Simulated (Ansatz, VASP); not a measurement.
# CCl (Cl-CC-Cl chair, 1 layer) in two plane-wave programs, part 2 of 2

One calculation is typed for both programs; each brings its own data sets. How far apart do they land? Of the first pair: The structure shown is the start of the Ansatz relaxation below; VASP solves that cell, so the two are compared at the walk's first step.

VASP 6.6.1 and Ansatz 0.2.0.

So far: Set-up; Ansatz: relaxation, PBE; VASP: single point, PBE, start cell, pair 1.

**4. Differences**

Known differences besides the potentials themselves: the cutoff is 420 eV in Ansatz and 520 eV in VASP. Total energies have different zeros and are not compared.

Forces (eV/Å; atoms numbered as in POSCAR):

| atom | Ansatz x, y, z | VASP x, y, z |
| --- | --- | --- |
| Cl1 | 0.000, 0.000, -1.447 | 0.000, 0.000, -1.314 |
| Cl2 | 0.000, 0.000, 1.447 | 0.000, 0.000, 1.314 |
| C3 | 0.000, 0.000, 2.289 | 0.000, 0.000, 2.139 |
| C4 | 0.000, 0.000, -2.290 | 0.000, 0.000, -2.139 |

The forces differ by 82 meV/Å r.m.s., which is 8.0 % of the r.m.s. force of 1.025 eV/Å (both taken over all components). With vacuum in the cell, a pressure given here is an average over mostly empty space and none of the material.

**5. Ansatz: relaxation, PBE**

This run makes the geometry at which the two programs are then compared.

The structure compared here is the end of the Ansatz relaxation.

input.yaml

```yaml
crystal:
  lattice:
    - [2.508, 0.0, 0.0]
    - [-1.254, 2.1719917127, 0.0]
    - [0.0, 0.0, 19.0666666667]
  atoms:
    - { symbol: Cl, position: [0.6666666667, 0.3333333333, 0.3933566434] }
    - { symbol: C, position: [0.6666666667, 0.3333333333, 0.4867132867] }
    - { symbol: C, position: [0.3333333333, 0.6666666667, 0.5132867133] }
    - { symbol: Cl, position: [0.3333333333, 0.6666666667, 0.6066433566] }
kpoints:
  mp_grid: { grid: [12, 12, 1] }
hamiltonian:
  xc: pbe
scf:
  occupations: { method: fermi_dirac, width: 0.05 }
  convergence: { dr2_threshold: 1.0e-08 }
efield:
  axis: 3
  dipole_correction: true
  ramp_position: 0.97
  ramp_width: 0.04
relax:
  f_tol: 0.01
  cell: { fix: [c, alpha, beta] }
output:
  write_potential: true
  write_density: true
  volumetric_format: npy
```

Started as:

```console
> ansatz run input.yaml --threads 2 --pin off --max-ram 4096MiB --backend cpu --events-out ev --progress --plain --runs-dir out
```

Numbers of over 12 decimals in the logs are rounded to 6 here.

Output:

```text
[...]
Crystal: 4 atoms, lattice volume = 103.863 Å³
Basis set: ecut = 420 eV, 2001 PW (Γ), exchange–correlation on 36×36×256 points (8 copies of the dense FFT grid, shifted against one another)
[...]
cell:  # Å, volume = 140.0557 Å³
    - [2.912377, 2.992992634716255e-17, 0]
    - [-1.456189, 2.522193, 0]
    - [0, 0, 19.0666666667]
  atoms:
    - { symbol: Cl, position: [0.666667, 0.333333, 0.394705] }
    - { symbol: C, position: [0.666667, 0.333333, 0.486651] }
    - { symbol: C, position: [0.333333, 0.666667, 0.513349] }
    - { symbol: Cl, position: [0.333333, 0.666667, 0.605295] }
[key lines of the parts left out:]
SCF converged after 5 iterations
Free energy (F): -2657.882487 eV
Fermi energy:    1.266097 eV
Dipole field:    D = 0.000066 V/Å  (p = 0.000051 e·Å, saw-weighted, corrected)
Work function:   Φ+ = 3.1673 eV   Φ− = 3.1686 eV
P = ⅓ Tr σ = 0.0001 GPa (0.001 kbar)
```

**6. VASP: single point, PBE, relaxed cell, pair 2**

The same cell, functional, mesh and smearing now go to VASP, with its own data sets.

INCAR

```
SYSTEM = CCl
PREC = Accurate
ENCUT = 600
EDIFF = 1E-06
NELM = 120
ISMEAR = -1
SIGMA = 0.05
LREAL = .FALSE.
ALGO = Normal
GGA = PE
NBANDS = 17
LORBIT = 11
LWAVE = .FALSE.
LCHARG = .FALSE.
ISIF = 2
LDIPOL = .TRUE.
IDIPOL = 3
DIPOL = 0.5 0.5 0.5
LVHAR = .TRUE.
LASPH = .TRUE.
GGA_COMPAT = .FALSE.
EFERMI = MIDGAP
NELMDL = -8
```

POSCAR

```
CCl
1.0
    2.9123772154      0.0000000000      0.0000000000
   -1.4561886077      2.5221926540      0.0000000000
    0.0000000000      0.0000000000     19.0666666667
Cl C
2 2
Direct
    0.6666666666      0.3333333332      0.3947046135
    0.3333333332      0.6666666666      0.6052954496
    0.6666666666      0.3333333332      0.4866511740
    0.3333333332      0.6666666666      0.5133488891
```

KPOINTS

```
Automatic mesh
0
Gamma
12 12 1
0 0 0
```

PAW data sets: Cl and C (PBE family, release 64).

Started as:

```console
> mpirun -np 1 vasp_std
```

Output:

```text
[... set-up lines as in an earlier step ...]
 entering main loop
       N       E                     dE             d eps       ncg     rms          rms(c)
DAV:   1     0.194943494019E+03    0.19494E+03   -0.96853E+03   646   0.116E+03
DAV:   2     0.347881703246E+01   -0.19146E+03   -0.18249E+03   958   0.215E+02
DAV:   3    -0.190740975756E+02   -0.22553E+02   -0.22441E+02   853   0.895E+01
DAV:   4    -0.194922798307E+02   -0.41818E+00   -0.41657E+00   954   0.144E+01
[...]
DAV:  21    -0.191914509953E+02   -0.14488E-04   -0.54557E-07   789   0.318E-03    0.598E-04
DAV:  22    -0.191914550554E+02   -0.40601E-05   -0.12733E-07   755   0.142E-03    0.159E-04
DAV:  23    -0.191914559462E+02   -0.89085E-06   -0.39082E-08   692   0.716E-04
   1 F= -.19191456E+02 E0= -.19191456E+02  d E =-.820380E-08
```

Parts of OUTCAR (step 6):

```text
  Total       -0.0535305     -0.0535305     -0.4290473     -0.0000000      0.0000000      0.0000000
  in kB       -0.6123661     -0.6123661     -4.9081197     -0.0000000      0.0000000      0.0000000
  external PRESSURE =      -2.0442840 kB  Pullay stress =       0.0000000 kB

 POSITION                                       TOTAL-FORCE (eV/Angst)
 -----------------------------------------------------------------------------------
      1.45619      0.84073      7.52570        -0.000000     -0.000000      0.110927
     -0.00000      1.68146     11.54097        -0.000000      0.000000     -0.110927
      1.45619      0.84073      9.27882        -0.000000      0.000000     -0.098892
     -0.00000      1.68146      9.78785         0.000000      0.000000      0.098892
 -----------------------------------------------------------------------------------
    total drift:                                0.000000      0.000001     -0.002444

  FREE ENERGIE OF THE ION-ELECTRON SYSTEM (eV)
  ---------------------------------------------------
  free  energy   TOTEN  =       -19.1914559462 eV

  energy  without entropy=      -19.1914559380  energy(sigma->0) =      -19.19145594

[... 1 part as in an earlier step ...]

[... 2 further parts left out ...]
[key lines of the parts left out:]
E-fermi :   0.5563
```

**7. Side by side**

What differs besides the data sets and the points named for the pairs above, as far as they apply: the cutoff is 420 eV in Ansatz and 600 eV in VASP; Ansatz's pressure holds a Pulay correction, VASP's none. Total energies have different zeros and are not compared.

Compared:

```
              quantity  Ansatz   VASP  difference
        pressure (GPa)    0.00  -0.20       +0.20
gap on the k mesh (eV)   1.514  1.544      -0.030
```

Forces (eV/Å; atoms numbered as in POSCAR):

```csv
atom,"Ansatz x, y, z","VASP x, y, z"
Cl1,"0.000, 0.000, 0.000","0.000, 0.000, 0.111"
Cl2,"0.000, 0.000, 0.000","0.000, 0.000, -0.111"
C3,"0.000, 0.000, 0.001","0.000, 0.000, -0.099"
C4,"0.000, 0.000, -0.001","0.000, 0.000, 0.099"
```

The forces differ by 61 meV/Å r.m.s., where the r.m.s. force is 0.000 eV/Å in Ansatz and 0.061 eV/Å in VASP: the atoms lie near their places of rest in Ansatz, so a percentage would say little (all taken over all components). A gap on the mesh is an upper bound, since the band edges may lie between its points. With vacuum in the cell, a pressure given here is an average over mostly empty space and none of the material.

**8. Results**

```yaml
r_m_s_force_difference_single_point_pbe_start_cell_pair_1: 8.0 % of the r.m.s. force
r_m_s_force_difference_single_point_pbe_relaxed_cell_pair_2: 61 meV/Å
```

What this shows: The r.m.s. force difference is 61 meV/Å (single point, PBE, relaxed cell, pair 2), beyond the 12 meV/Å picked in this series as the mark of a large difference. What causes the difference of the single point, PBE, start cell, pair 1 pair stays open here. What causes the difference of the single point, PBE, relaxed cell, pair 2 pair stays open here. How closely two codes agree says nothing of how well the functional describes the real material.

[Lines on the potential files, build, host, timing and source positions are cut from VASP's logs without a mark.]

[Logs are printed without paths, hosts, clocks, repeated set-up lines and the standing remarks that a program may print on its own settings, such as how far it seeks lower states.]

[Hosts, paths, dates, database ids (printed as entryN), source tags and the programs' standing remarks are cut or masked in the printed files.]
